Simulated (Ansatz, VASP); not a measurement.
# LiNbO3 in two plane-wave programs, part 2 of 2

Aim: how closely do two programs agree when they are given the same cell, functional and k mesh?

VASP 6.6.1 and Ansatz 0.2.0.

So far: Set-up; VASP: single point, HSE06.

**3. Ansatz: single point, HSE06**

Level of this step: Ansatz beside VASP: Kohn-Sham DFT, plane waves, HSE06 (Ansatz).

Ansatz runs on its default PAW (the set named soft_2) files.

The same cell, functional, mesh and smearing now go to Ansatz, which takes its cutoff from its data sets.

The input, input.yaml:

```yaml
crystal:
  lattice:
    - [2.5758, 1.4871388234, 4.623]
    - [-2.5758, 1.4871388234, 4.623]
    - [0.0, -2.9742776468, 4.623]
  atoms:
    - { symbol: Li, position: [0.2815, 0.2815, 0.2815] }
    - { symbol: Li, position: [0.7815, 0.7815, 0.7815] }
    - { symbol: Nb, position: [5.5e-05, 5.5e-05, 5.5e-05] }
    - { symbol: Nb, position: [0.500055, 0.500055, 0.500055] }
    - { symbol: O, position: [0.11231, 0.35836, 0.71959] }
    - { symbol: O, position: [0.71959, 0.11231, 0.35836] }
    - { symbol: O, position: [0.35836, 0.71959, 0.11231] }
    - { symbol: O, position: [0.21959, 0.85836, 0.61231] }
    - { symbol: O, position: [0.85836, 0.61231, 0.21959] }
    - { symbol: O, position: [0.61231, 0.21959, 0.85836] }
hamiltonian:
  xc: { exchange: pbe, correlation: pbe, exx: { coeff: 0.25, omega: 0.2 } }
  pseudopotentials: { kind: paw }
kpoints:
  mp_grid: { grid: [3, 3, 3] }
scf:
  occupations: { method: gaussian, width: 0.02 }
  n_extra_bands: 6
output:
  forces: true
  stress: true
  eigenvalues: true
```

The run is started by

```console
> ansatz run input.yaml --threads 4 --pin off --max-ram 9216MiB --backend cpu --events-out ev --progress --plain --runs-dir out
```

Numbers of over 12 decimals in the logs are rounded to 6 here.

What it wrote:

```text
Warning: output.stress: scf.convergence.dr2_threshold = 1e-7 eV (the SCF's general default) is looser than the 1e-9 eV advised for a printed stress (1e-10 eV for each atom of the cell: 10). What an SCF threshold leaves in a stress goes as its square root, and in the free energy as the threshold itself, and one threshold admits the most on a small cell: [figures from the program's tests cut] Set scf.convergence.dr2_threshold to 1e-9 eV or tighter. The threshold is an SCF's pass mark: one that does not reach it within its budget of iterations ends unconverged, or closes short of it on a stop that the run arms, and scf.convergence.dr2_threshold's page says what that costs each kind of run
Warning: output.stress: scf.exx.energy_threshold = 1e-6 eV is looser than the 1e-7 eV advised for a stress under a hybrid functional (1e-8 eV for each atom of the cell: 10). Every SCF of the exchange loop can meet its threshold on dr2 while the loop round them stops early: no threshold on dr2 bounds what that leaves in the stress. Set scf.exx.energy_threshold to 1e-7 eV or tighter. The threshold is the loop's pass mark: a loop that does not reach it within its budget of cycles ends unconverged, and scf.exx.energy_threshold's page has the law
scf.n_extra_bands = 6 over 34 filled bands (N_el = 68.0): the run solves 40 bands
Engine: ansatz 0.2.0, aarch64-unknown-linux-gnu
Pseudopotentials: kind: paw
Pseudopotential: Li, paw, valence charge 3, recommended cutoff 420 eV (normal), Li.paw.azcp
Pseudopotential: Nb, paw, valence charge 13, recommended cutoff 420 eV (normal), Nb.paw.azcp
Pseudopotential: O, paw, valence charge 6, recommended cutoff 420 eV (normal), O.paw.azcp
Functional definition: unnamed
  parameter a_1 = 0.25
  parameter omega_1 = 0.2/angstrom
  exchange = pbe_x + (-a_1)*pbe_x_sr(omega_1) + a_1*exact_x_sr(omega_1)
  correlation = pbe_c
Crystal: 10 atoms, lattice volume = 106.252 Å³
Basis set: ecut = 420 eV, 2091 PW (Γ), exchange–correlation on 80×80×80 points (8 copies of the dense FFT grid, shifted against one another)
Bands: 40, of which v1, the nominal top of the filled ones, is band 34 counted from 1 (33 counted from 0)
Symmetry: 6 space group operations
Space group: R3c (ITA 161), of the structure as read, at distance tolerance 4.7e-5 Å
k-points: 6 of 27 (time reversal used)
Non-local potential: Li, projectors of the file, l = 0: 3, l = 1: 2, l = 2: 1
Non-local potential: Nb, projectors of the file, l = 0: 3, l = 1: 2, l = 2: 2, l = 3: 1
Non-local potential: O, projectors of the file, l = 0: 2, l = 1: 2, l = 2: 1
PAW form: soft (Blöchl's): semilocal exchange-correlation on the pseudo side does not see the compensation charge
PAW frozen core: Nb, regenerated for the run's functional, and the local potential with it (the file was generated under x = pbe(κ = 0.804, μ = 0.219515), c = pbe(β = 0.066725))
PAW frozen core: O, regenerated for the run's functional, and the local potential with it (the file was generated under x = pbe(κ = 0.804, μ = 0.219515), c = pbe(β = 0.066725))
PAW one-centre angular grid: Li, 110 points (default); XC on 96 Gauss nodes
PAW one-centre angular grid: Nb, 590 points (default); XC on 64 Gauss nodes
PAW one-centre angular grid: O, 110 points (default); XC on 96 Gauss nodes
Initial density: superposition of atomic densities (neutral atoms: chi_scale 0, normalization atom), corrected by the library's trained network
Initial wavefunctions: pseudopotential atomic-orbital guess
Functional: x = pbe(κ = 0.804, μ = 0.219515), c = pbe(β = 0.066725), warm-up for x = pbe(κ = 0.804, μ = 0.219515) + 0.25 (exact − pbe) at short range (hse, ω = 0.2 Å⁻¹), c = pbe(β = 0.066725)
SCF iter   1: F=—  HF=-12929.442831 eV  |F-HF|=—  |Δ(HF+E_count)|=         —  Δρ=1.96e-3  dr2=1.88e-3  ethr=1.77e-3  ⟨swp⟩=5.5  Hψ=1089  notcnv=0
preconditioner: auto → none  [insulator: Δε(μ)=3.627 eV  Ē_g=10.166 eV  σ=0.020 eV  W_gap=1.00  n_scr=26 (ndim 8)  ℏωp=25.0 eV  f_vac=0.019  D(μ)=0.00/eV (n_scr^D=0)]
SCF iter   2: F=—  HF=-12929.447860 eV  |F-HF|=—  |Δ(HF+E_count)|=   5.03e-3  Δρ=1.78e-3  dr2=2.87e-3  ethr=2.76e-6  ⟨swp⟩=5.0  Hψ=932  notcnv=0
iter 3 solved again at ethr=2.28e-7 eV; its pass at ethr=2.76e-6 eV (dr2=1.55e-4 eV) is discarded
SCF iter   3: F=-12929.447834 eV  HF=-12929.447578 eV  |F-HF|=2.56e-4  |Δ(HF+E_count)|=   2.82e-4  Δρ=6.09e-4  dr2=1.56e-4  ethr=2.28e-7  ⟨swp⟩=2.0  Hψ=1087  notcnv=0
SCF 1 stopped early in 3 iterations: F = -12929.447834 eV  dr2 = 1.56e-4
  greatest PAW one-centre occupation: 1.000 electrons in one spin orbital (limit 2), on the Li atom at site 1 (counted from 0), in its partial waves of l = 0
Initial density: handed on by an earlier stage of this run
Initial wavefunctions: those handed on with the density
Functional: x = pbe(κ = 0.804, μ = 0.219515) + 0.25 (exact − pbe) at short range (hse, ω = 0.2 Å⁻¹), c = pbe(β = 0.066725)
[...]
SCF iter   7: F=-12932.606592 eV  HF=-12932.606591 eV  |F-HF|=1.86e-7  |Δ(HF+E_count)|=   4.61e-6  Δρ=2.45e-5  dr2=1.95e-6  ethr=3.19e-8  ⟨swp⟩=3.0  Hψ=460  notcnv=0
SCF 2 stopped early in 7 iterations: F = -12932.606592 eV  dr2 = 1.95e-6
  Residual-converged pass: ⟨swp⟩=4.0  Hψ=758  notcnv=0  max |occ|·‖R‖ = 5.9e-6 eV (tolerance 6.7e-6 eV)  dr2=1.89e-6  dr2_onsite=7.09e-8  max |Δocc| = 0.0e0
  greatest PAW one-centre occupation: 1.000 electrons in one spin orbital (limit 2), on the Nb atom at site 3 (counted from 0), in its partial waves of l = 0
hybrid outer 1: dexx = +4.250e-2 eV, tail = 5.86e-5 eV
Exchange kernel: α = 0.2500, screened, ω = 0.2000 Å⁻¹, Wigner–Seitz truncation, v(0) = 1101.6896 eV·Å³, q-mesh 3×3×3, nearest image of the exchange supercell L = 15.45 Å, pair-density grid 24×24×24, without the augmentation charges, whose exchange is taken in its separable form by FFT convolution over the k-point mesh (sized by the pseudopotential files, 30×32×32 at the most), smooth part of the exact exchange by density-matrix convolution
Frozen-core exchange: fock
SCF iter   1: F=—  HF=-12932.606109 eV  |F-HF|=—  |Δ(HF+E_count)|=         —  Δρ=4.60e-5  dr2=1.36e-6  ethr=4.31e-7  ⟨swp⟩=4.8  Hψ=590  notcnv=0
preconditioner: auto → none  [insulator: Δε(μ)=5.091 eV  Ē_g=12.253 eV  σ=0.020 eV  W_gap=1.00  n_scr=26 (ndim 8)  ℏωp=25.0 eV  f_vac=0.022  D(μ)=0.00/eV (n_scr^D=0)]
SCF iter   2: F=—  HF=-12932.606110 eV  |F-HF|=—  |Δ(HF+E_count)|=   4.71e-7  Δρ=2.25e-5  dr2=2.67e-7  ethr=1.59e-9  ⟨swp⟩=4.0  Hψ=729  notcnv=0
SCF iter   3: F=—  HF=-12932.606111 eV  |F-HF|=—  |Δ(HF+E_count)|=   8.98e-7  Δρ=7.64e-6  dr2=2.80e-8  ethr=2.77e-10  ⟨swp⟩=4.0  Hψ=732  notcnv=0
SCF iter   4: F=—  HF=-12932.606111 eV  |F-HF|=—  |Δ(HF+E_count)|=   6.95e-9  Δρ=3.30e-6  dr2=6.14e-9  ethr=3.70e-11  ⟨swp⟩=3.0  Hψ=525  notcnv=0
SCF iter   5: F=-12932.606111 eV  HF=-12932.606111 eV  |F-HF|=1.74e-9  |Δ(HF+E_count)|=   1.74e-8  Δρ=1.62e-6  dr2=2.13e-9  ethr=6.12e-12  ⟨swp⟩=4.0  Hψ=694  notcnv=0
SCF 3 converged in 5 iterations: F = -12932.606111 eV  dr2 = 2.13e-9
  Residual-converged pass: ⟨swp⟩=3.0  Hψ=484  notcnv=0  max |occ|·‖R‖ = 9.8e-7 eV (tolerance 9.9e-7 eV)  dr2=2.14e-9  dr2_onsite=1.38e-10  max |Δocc| = 0.0e0
hybrid outer 2: dexx = +1.047e-6 eV, tail = 1.83e-8 eV, Δε = 1.46e-3 eV (about 2.72e-5 eV left of the loop's levels), ΔF = 1.53e-2 eV/Å (tail 1.21e-3)
Exchange kernel: α = 0.2500, screened, ω = 0.2000 Å⁻¹, Wigner–Seitz truncation, v(0) = 1101.6896 eV·Å³, q-mesh 3×3×3, nearest image of the exchange supercell L = 15.45 Å, pair-density grid 24×24×24, without the augmentation charges, whose exchange is taken in its separable form by FFT convolution over the k-point mesh (sized by the pseudopotential files, 30×32×32 at the most), smooth part of the exact exchange by density-matrix convolution
Frozen-core exchange: fock
SCF iter   1: F=—  HF=-12932.606111 eV  |F-HF|=—  |Δ(HF+E_count)|=         —  Δρ=3.19e-6  dr2=5.32e-9  ethr=1.35e-10  ⟨swp⟩=5.5  Hψ=661  notcnv=0
preconditioner: auto → none  [insulator: Δε(μ)=5.090 eV  Ē_g=12.252 eV  σ=0.020 eV  W_gap=1.00  n_scr=26 (ndim 8)  ℏωp=25.0 eV  f_vac=0.022  D(μ)=0.00/eV (n_scr^D=0)]
SCF iter   2: F=-12932.606111 eV  HF=-12932.606111 eV  |F-HF|=7.82e-11  |Δ(HF+E_count)|=   1.54e-9  Δρ=5.90e-7  dr2=2.75e-10  ethr=7.67e-12  ⟨swp⟩=3.0  Hψ=577  notcnv=0
SCF 4 converged in 2 iterations: F = -12932.606111 eV  dr2 = 2.75e-10
  Residual-converged pass: ⟨swp⟩=3.0  Hψ=542  notcnv=0  max |occ|·‖R‖ = 8.2e-7 eV (tolerance 8.4e-7 eV)  dr2=2.50e-10  dr2_onsite=1.31e-11  max |Δocc| = 0.0e0
hybrid outer 3: dexx = +9.029e-10 eV, tail = 5.84e-10 eV, Δε = 4.61e-5 eV (about 8.69e-6 eV left of the loop's levels), ΔF = 1.05e-4 eV/Å (tail 2.13e-4)
hybrid SCF converged: 3 outer / 14 inner (+3 warm-up), last move |dexx| = 9.03e-10 eV, tail = 5.84e-10 eV
Stability not checked: this state was not tested for a lower state beside it, because the functional holds exact exchange (a hybrid, or Hartree-Fock), whose exchange loop this test does not read (fock_operator; see scf.lower_state_search)
Free energy (F): -12932.606111 eV
Frozen-core exchange: fock
Harris-Foulkes:  -12932.606111 eV  (|F-HF|=7.82e-11)
Internal energy: -12932.606111 eV  (E = F + TS)
E sigma→0 (E₀):  -12932.606111 eV
Fermi energy:    8.682019 eV
--- Per-component energies (eV) ---
  E_band       = -670.211060
  E_kinetic    = 1890.831178
  E_local      = -4277.495670  (includes V_loc(G=0)·N_el)
  E_nonlocal   = 438.452341
  E_hartree    = 1445.442792
  E_xc         = -655.435939
  E_vxc        = -812.086897  (∫ρ·V_xc dr)
  E_exx        = -213.197683  (= α·E_x^exact, valence–valence)
  E_paw        = -7086.308101  (= ΣΔE_a)
  E_vpaw       = -374.416721  (= ΣTr[D̂ρ^β])
  E_aug_tail   = 0.014628  (compensation charges beyond the density's cutoff)
  E_ewald      = -4473.914330
  E_core_change = -0.995327  (= ΣΔE_core)
  E_smearing   = -0.000000  (= −TS)
  E_closure    = 0.000002  (closes the sum)
  Σ components = -12932.606111   (vs F -12932.606111, Δ=0.00e0)
--- Forces (eV/Å), atoms counted from 1 ---
  atom   1  Li     0.00000000    -0.00000000     0.01350635
  atom   2  Li     0.00000000     0.00000000     0.01350635
  atom   3  Nb     0.00000000    -0.00000000     0.19352628
  atom   4  Nb    -0.00000000    -0.00000000     0.19352628
  atom   5  O      0.09937108    -0.20421397    -0.06899653
  atom   6  O      0.12716895     0.18816487    -0.06899653
  atom   7  O     -0.22654003     0.01604910    -0.06899653
  atom   8  O      0.22654003     0.01604910    -0.06899653
  atom   9  O     -0.09937108    -0.20421397    -0.06899653
  atom  10  O     -0.12716895     0.18816487    -0.06899653
  max |Σ_I F_I| component: 8.61e-5 eV/Å
--- Stress (GPa, compression-positive) ---
       -2.675526      -0.000000      -0.000000
       -0.000000      -2.675526       0.000000
       -0.000000       0.000000      -2.051929
  P = ⅓ Tr σ = -2.4677 GPa (-24.677 kbar)
--- Band table (eV; the first three rows and the last of 6) ---
  k-point 0: bands = [... 30 lower, 5.4027, 5.5953, 6.1368, 6.1368, 11.2272, 11.2272, 11.7307, 12.9539, ... 2 higher]
  k-point 1: bands = [... 30 lower, 5.6159, 5.7642, 5.9010, 6.0410, 11.3184, 11.5646, 12.1089, 12.4600, ... 2 higher]
  k-point 2: bands = [... 30 lower, 5.3351, 5.6628, 5.6696, 5.9648, 11.3272, 11.8391, 12.1663, 12.4202, ... 2 higher]
  k-point 5: bands = [... 30 lower, 5.4597, 5.5211, 5.6777, 5.9864, 11.7854, 11.8285, 12.3063, 12.7077, ... 2 higher]
```

It took 30 s on 4 threads of Arm Neoverse N1, shared host; peak memory 0.97 GiB; 1.8 min of CPU time.

The run ends at a pressure of -2.47 GPa, with forces up to 0.24 eV/Å.

**4. Side by side**

Known differences besides the potentials themselves: exact exchange at q = 0 is treated differently, which shows on coarse meshes; VASP keeps PBE cores, Ansatz makes them for the functional; the cutoff is 420 eV in Ansatz and 650 eV in VASP; VASP takes a coarser grid for exact exchange (PRECFOCK = Fast). Total energies have different zeros and are not compared.

Compared:

```csv
quantity,Ansatz,VASP,difference
gap on the k mesh (eV),5.090,5.074,+0.017
```

Forces (eV/Å; atoms numbered as in POSCAR):

```csv
atom,"Ansatz x, y, z","VASP x, y, z"
Li1,"0.000, 0.000, 0.014","0.000, 0.000, 0.014"
Li2,"0.000, 0.000, 0.014","0.000, 0.000, 0.014"
Nb3,"0.000, 0.000, 0.194","0.000, 0.000, 0.167"
Nb4,"0.000, 0.000, 0.194","0.000, 0.000, 0.167"
O5,"0.099, -0.204, -0.069","0.116, -0.209, -0.060"
O6,"0.127, 0.188, -0.069","0.123, 0.205, -0.060"
O7,"-0.227, 0.016, -0.069","-0.239, 0.004, -0.060"
O8,"0.227, 0.016, -0.069","0.239, 0.004, -0.060"
O9,"-0.099, -0.204, -0.069","-0.116, -0.209, -0.060"
O10,"-0.127, 0.188, -0.069","-0.123, 0.205, -0.060"
```

The forces differ by 11 meV/Å r.m.s., which is 9.2 % of the r.m.s. force of 0.12 eV/Å (both taken over all components). A gap on the mesh is an upper bound, since the band edges may lie between its points.

**5. Outcome**

```json
{"r.m.s. force difference (single point, HSE06)": "11 meV/Å"}
```

**Reading.** The r.m.s. force difference is 11 meV/Å (single point, HSE06), within the 12 meV/Å picked in this series as the mark of a large difference. How closely two codes agree says nothing of how well the functional describes the real material.

[Lines on the potential files, build, host, timing and source positions are cut from VASP's logs without a mark.]

[Logs are printed without paths, hosts, clocks, repeated set-up lines and the standing remarks that a program may print on its own settings, such as how far it seeks lower states.]

[Hosts, paths, dates, database ids (printed as entryN), source tags and the programs' standing remarks are cut or masked in the printed files.]
